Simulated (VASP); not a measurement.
Calculation: HSE06 screened hybrid, VASP's PBE PAW potentials (set 64) (plane waves; VASP).

Input for VASP

### POSCAR
```
Al35N36
9.3865350
  0.5000000167  -0.8660254309   0.0000000000
  0.5000000167   0.8660254309   0.0000000000
  0.0000000000   0.0000000000   1.0674016147
Al N
35 36
Cartesian
  0.1665731893  -0.0960383025   0.2664803450
  0.1656922768   0.0962467642   1.0670966065
  0.1665534159  -0.0961895421   0.8005004168
  0.1676509354   0.0950594985   0.5348200090
  0.3336860407   0.1921731219   0.2648410183
  0.3326225433   0.3854457047   1.0670955705
  0.3336493305   0.1920367397   0.8005079216
  0.3346428580   0.3844353993   0.5347373204
  0.4997506416   0.4809863791   0.2664781444
  0.4997013932   0.6735508091   0.0000936752
  0.4996849817   0.4808237907   0.8004510475
  0.4997144702   0.6735744957   0.5335180448
  0.3324462817  -0.3844716164   0.2676023944
  0.3327716371  -0.1931007430   1.0671484457
  0.3330850050  -0.3849957179   0.7999558084
  0.3327343926  -0.1906535743   0.5348137173
  0.4996982761  -0.0953424641   0.2650183411
  0.4997796715   0.0962098332   1.0592673233
  0.4997379667  -0.0956038367   0.8005884969
  0.6657606637   0.1922056907   0.2647105394
  0.6667807599   0.3854838058   1.0671036105
  0.6658182037   0.1920126700   0.8005912854
  0.6647530134   0.3845162006   0.5347864380
  0.4996982745  -0.6741631827   0.2675680861
  0.4997243382  -0.4811658171   0.0002490588
  0.4997257393  -0.6736034570   0.7999451673
  0.4997261029  -0.4810376489   0.5326469848
  0.6669889341  -0.3844405204   0.2675612195
  0.6666831013  -0.1931004527   1.0671231979
  0.6663471698  -0.3850132179   0.7999537373
  0.6667082023  -0.1907266507   0.5347715763
  0.8328979274  -0.0960131296   0.2664480392
  0.8338158560   0.0962134317   1.0670695084
  0.8328745520  -0.0962383660   0.8004944955
  0.8318427866   0.0949943952   0.5347966331
  0.1658107837  -0.0964997607   0.4711570364
  0.1652096457   0.0952410626   0.2024337572
  0.1660920546  -0.0964592099   1.0041892147
  0.1659462070   0.0958190205   0.7384491795
  0.3133857311   0.2038376314   0.4618475966
  0.3333913610   0.3865300609   0.2024110467
  0.3298211795   0.1942740167   1.0068473099
  0.3330963485   0.3853569894   0.7384324753
  0.4996889052   0.4817670580   0.4711640792
  0.4997254075   0.6736462870   0.2042273158
  0.4997195073   0.4814401932   1.0041326439
  0.4997151476   0.6734859997   0.7378095648
  0.3324484963  -0.3844855496   0.4717188706
  0.3315656271  -0.1927858236   0.2024998611
  0.3334038481  -0.3851275214   1.0040482562
  0.3325533027  -0.1927430895   0.7384891520
  0.4996955518  -0.1186114543   0.4620053735
  0.4997081688   0.0963490181   0.1998064263
  0.4996988067  -0.0999804727   1.0068865918
  0.4997031626   0.0961369546   0.7687642693
  0.6860045265   0.2038025044   0.4617988981
  0.6660299226   0.3865529561   0.2024049041
  0.6696901365   0.1943206505   1.0068842633
  0.6663408432   0.3853398531   0.7384470455
  0.4997097995  -0.6741738782   0.4716953356
  0.4997528538  -0.4810319193   0.2050077466
  0.4997574538  -0.6732025633   1.0040354242
  0.4996917566  -0.4811881956   0.7372556235
  0.6669728790  -0.3844703772   0.4716773301
  0.6678862100  -0.1927840331   0.2024840358
  0.6660203814  -0.3851302366   1.0040557823
  0.6668655892  -0.1927672117   0.7384420452
  0.8335981635  -0.0964917239   0.4711252975
  0.8342489054   0.0952153052   0.2024126499
  0.8333786242  -0.0964696024   1.0041576413
  0.8334799679   0.0958446543   0.7384361077
```

File KPOINTS:
```
Automatic mesh
0
Gamma
1 1 1
0 0 0
```

INCAR:
```
AEXX = 0.25
ALGO = Normal
EDIFF = 1E-5
ENCUT = 400
GGA = PE
HFSCREEN = 0.2
ISIF = 0
ISMEAR = 0
ISYM = 0
LASPH = .TRUE.
LCHARG = .FALSE.
LHFCALC = .TRUE.
LREAL = Auto
LWAVE = .FALSE.
NELECT = 286.0
NELM = 50
NELMIN = 4
PREC = Normal
PRECFOCK = Fast
SIGMA = 0.05
SYSTEM = Al35N36
```

POTCAR, in this order: Al N (PBE.64 set). Program: vasp_gam. Read from the step before: WAVECAR.

What VASP printed:

OSZICAR:
```
       N       E                     dE             d eps       ncg     rms          rms(c)
DAV:   1    -0.605055787540E+03   -0.60506E+03   -0.17625E+01   422   0.861E+00    0.495E+01
DAV:   2    -0.605079473957E+03   -0.23686E-01   -0.93985E-01   441   0.253E+00    0.335E+01
DAV:   3    -0.605186846013E+03   -0.10737E+00   -0.26532E+00   473   0.270E+00    0.218E+01
DAV:   4    -0.605133229289E+03    0.53617E-01   -0.27139E+01   489   0.757E+00    0.144E+01
DAV:   5    -0.605048765462E+03    0.84464E-01   -0.37947E+00   417   0.615E+00    0.928E+00
DAV:   6    -0.605006069144E+03    0.42696E-01   -0.47730E+00   441   0.545E+00    0.656E+00
DAV:   7    -0.605619505677E+03   -0.61344E+00   -0.16704E+01   433   0.583E+00    0.769E+00
DAV:   8    -0.604930527397E+03    0.68898E+00   -0.27799E+00   465   0.592E+00    0.419E+00
DAV:   9    -0.606270067056E+03   -0.13395E+01   -0.20275E+01   409   0.558E+00    0.968E+00
DAV:  10    -0.604148162144E+03    0.21219E+01   -0.11127E+01   481   0.786E+00    0.714E+00
DAV:  11    -0.606273363150E+03   -0.21252E+01   -0.34206E+01   417   0.767E+00    0.876E+00
DAV:  12    -0.604782753546E+03    0.14906E+01   -0.56159E+00   433   0.762E+00    0.398E+00
DAV:  13    -0.606558353558E+03   -0.17756E+01   -0.25367E+01   409   0.635E+00    0.102E+01
DAV:  14    -0.604314294240E+03    0.22441E+01   -0.16576E+01   465   0.853E+00    0.900E+00
DAV:  15    -0.605961673799E+03   -0.16474E+01   -0.42185E+01   425   0.898E+00    0.881E+00
DAV:  16    -0.604901539662E+03    0.10601E+01   -0.63151E+00   409   0.761E+00    0.359E+00
DAV:  17    -0.606207561080E+03   -0.13060E+01   -0.15131E+01   409   0.574E+00    0.903E+00
DAV:  18    -0.604610207325E+03    0.15974E+01   -0.17768E+01   473   0.839E+00    0.929E+00
DAV:  19    -0.605673357747E+03   -0.10632E+01   -0.37109E+01   441   0.868E+00    0.834E+00
DAV:  20    -0.605101692923E+03    0.57166E+00   -0.68992E+00   409   0.746E+00    0.760E+00
DAV:  21    -0.604478840347E+03    0.62285E+00   -0.65477E+00   417   0.670E+00    0.288E+00
DAV:  22    -0.606028474710E+03   -0.15496E+01   -0.15688E+01   401   0.445E+00    0.740E+00
DAV:  23    -0.604944622752E+03    0.10839E+01   -0.67530E+00   449   0.627E+00    0.516E+00
DAV:  24    -0.605832031142E+03   -0.88741E+00   -0.14994E+01   401   0.639E+00    0.933E+00
DAV:  25    -0.604132349126E+03    0.16997E+01   -0.11013E+01   481   0.739E+00    0.651E+00
DAV:  26    -0.605807974343E+03   -0.16756E+01   -0.18798E+01   409   0.618E+00    0.739E+00
DAV:  27    -0.604808551200E+03    0.99942E+00   -0.50406E+00   457   0.707E+00    0.370E+00
DAV:  28    -0.606187641695E+03   -0.13791E+01   -0.16419E+01   393   0.526E+00    0.907E+00
DAV:  29    -0.604649211226E+03    0.15384E+01   -0.16872E+01   521   0.829E+00    0.766E+00
DAV:  30    -0.605313972500E+03   -0.66476E+00   -0.13279E+01   425   0.710E+00    0.722E+00
DAV:  31    -0.605268460765E+03    0.45512E-01   -0.11666E+01   409   0.674E+00    0.835E+00
DAV:  32    -0.604586275863E+03    0.68218E+00   -0.10082E+01   425   0.679E+00    0.676E+00
DAV:  33    -0.605100023077E+03   -0.51375E+00   -0.56292E+00   457   0.626E+00    0.778E+00
DAV:  34    -0.604749589093E+03    0.35043E+00   -0.63648E+00   481   0.696E+00    0.757E+00
DAV:  35    -0.605059675066E+03   -0.31009E+00   -0.11118E+01   441   0.650E+00    0.794E+00
DAV:  36    -0.604910844159E+03    0.14883E+00   -0.98056E+00   465   0.719E+00    0.796E+00
DAV:  37    -0.604824495109E+03    0.86349E-01   -0.69638E+00   449   0.711E+00    0.767E+00
DAV:  38    -0.605098008096E+03   -0.27351E+00   -0.10494E+01   433   0.686E+00    0.814E+00
DAV:  39    -0.604840519556E+03    0.25749E+00   -0.97928E+00   449   0.712E+00    0.775E+00
DAV:  40    -0.604917967121E+03   -0.77448E-01   -0.73038E+00   473   0.701E+00    0.783E+00
DAV:  41    -0.604971419726E+03   -0.53453E-01   -0.92341E+00   425   0.698E+00    0.799E+00
DAV:  42    -0.604915396106E+03    0.56024E-01   -0.95700E+00   441   0.703E+00    0.786E+00
DAV:  43    -0.604913823002E+03    0.15731E-02   -0.84252E+00   433   0.709E+00    0.789E+00
DAV:  44    -0.604923637032E+03   -0.98140E-02   -0.86411E+00   433   0.705E+00    0.792E+00
DAV:  45    -0.604958938934E+03   -0.35302E-01   -0.94637E+00   425   0.702E+00    0.794E+00
DAV:  46    -0.604912578317E+03    0.46361E-01   -0.91326E+00   449   0.711E+00    0.791E+00
DAV:  47    -0.604906906618E+03    0.56717E-02   -0.84124E+00   449   0.709E+00    0.789E+00
DAV:  48    -0.604964190742E+03   -0.57284E-01   -0.92315E+00   425   0.703E+00    0.795E+00
DAV:  49    -0.604921027207E+03    0.43164E-01   -0.93640E+00   441   0.708E+00    0.791E+00
DAV:  50    -0.604898360546E+03    0.22667E-01   -0.84004E+00   433   0.708E+00
   1 F= -.60489836E+03 E0= -.60489824E+03  d E =-.233116E-03
```

File OUTCAR:
```
------------------------ aborting loop EDIFF was not reached (unconverged)  ----------------------------
  volume of cell :      764.49
      direct lattice vectors                 reciprocal lattice vectors
     4.693267657 -8.128978018  0.000000000     0.106535582 -0.061508347  0.000000000
     4.693267657  8.128978018  0.000000000     0.106535582  0.061508347  0.000000000
     0.000000000  0.000000000 10.019202616     0.000000000  0.000000000  0.099808342
  FREE ENERGIE OF THE ION-ELECTRON SYSTEM (eV)
  ---------------------------------------------------
  free  energy   TOTEN  =      -604.8983605465 eV

  energy  without entropy=     -604.8981274305  energy(sigma->0) =     -604.89824399

  exchange ACFDT corr.  =         0.00000000  see jH, gK, PRB 81, 115126
```
(Selected blocks of OUTCAR.)

### stdout
```
...
DAV:  31    -0.605268460765E+03    0.45512E-01   -0.11666E+01   409   0.674E+00    0.835E+00
DAV:  32    -0.604586275863E+03    0.68218E+00   -0.10082E+01   425   0.679E+00    0.676E+00
DAV:  33    -0.605100023077E+03   -0.51375E+00   -0.56292E+00   457   0.626E+00    0.778E+00
DAV:  34    -0.604749589093E+03    0.35043E+00   -0.63648E+00   481   0.696E+00    0.757E+00
DAV:  35    -0.605059675066E+03   -0.31009E+00   -0.11118E+01   441   0.650E+00    0.794E+00
DAV:  36    -0.604910844159E+03    0.14883E+00   -0.98056E+00   465   0.719E+00    0.796E+00
DAV:  37    -0.604824495109E+03    0.86349E-01   -0.69638E+00   449   0.711E+00    0.767E+00
DAV:  38    -0.605098008096E+03   -0.27351E+00   -0.10494E+01   433   0.686E+00    0.814E+00
DAV:  39    -0.604840519556E+03    0.25749E+00   -0.97928E+00   449   0.712E+00    0.775E+00
DAV:  40    -0.604917967121E+03   -0.77448E-01   -0.73038E+00   473   0.701E+00    0.783E+00
DAV:  41    -0.604971419726E+03   -0.53453E-01   -0.92341E+00   425   0.698E+00    0.799E+00
DAV:  42    -0.604915396106E+03    0.56024E-01   -0.95700E+00   441   0.703E+00    0.786E+00
DAV:  43    -0.604913823002E+03    0.15731E-02   -0.84252E+00   433   0.709E+00    0.789E+00
DAV:  44    -0.604923637032E+03   -0.98140E-02   -0.86411E+00   433   0.705E+00    0.792E+00
DAV:  45    -0.604958938934E+03   -0.35302E-01   -0.94637E+00   425   0.702E+00    0.794E+00
DAV:  46    -0.604912578317E+03    0.46361E-01   -0.91326E+00   449   0.711E+00    0.791E+00
DAV:  47    -0.604906906618E+03    0.56717E-02   -0.84124E+00   449   0.709E+00    0.789E+00
DAV:  48    -0.604964190742E+03   -0.57284E-01   -0.92315E+00   425   0.703E+00    0.795E+00
DAV:  49    -0.604921027207E+03    0.43164E-01   -0.93640E+00   441   0.708E+00    0.791E+00
DAV:  50    -0.604898360546E+03    0.22667E-01   -0.84004E+00   433   0.708E+00

 -----------------------------------------------------------------------------
|                                                                             |
|           W    W    AA    RRRRR   N    N  II  N    N   GGGG   !!!           |
|           W    W   A  A   R    R  NN   N  II  NN   N  G    G  !!!           |
|           W    W  A    A  R    R  N N  N  II  N N  N  G       !!!           |
|           W WW W  AAAAAA  RRRRR   N  N N  II  N  N N  G  GGG   !            |
|           WW  WW  A    A  R   R   N   NN  II  N   NN  G    G                |
|           W    W  A    A  R    R  N    N  II  N    N   GGGG   !!!           |
|                                                                             |
|     The electronic self-consistency was not achieved in the given           |
|     number of steps (NELM). The forces and other quantities evaluated       |
|     might not be reliable so examine the results carefully. If you find     |
|     spurious results, we suggest increasing NELM, if you were close to      |
|     convergence or switching to a different ALGO or adjusting the           |
|     density mixing parameters otherwise.                                    |
|                                                                             |
 -----------------------------------------------------------------------------

   1 F= -.60489836E+03 E0= -.60489824E+03  d E =-.233116E-03
```

Convergence was not reached.

The cell is charged, with a uniform compensating background. The supercell is sampled at Γ alone, which is coarse: total energies, pressure and levels can be off, energies of defects by several tenths of an eV.

The cell is a supercell with a defect, built from AlN (wurtzite): vac_Al, charge -1. The cell's shape comes from a PBE relaxation. The run is not spin-polarised, so no state with unpaired spins was tried.
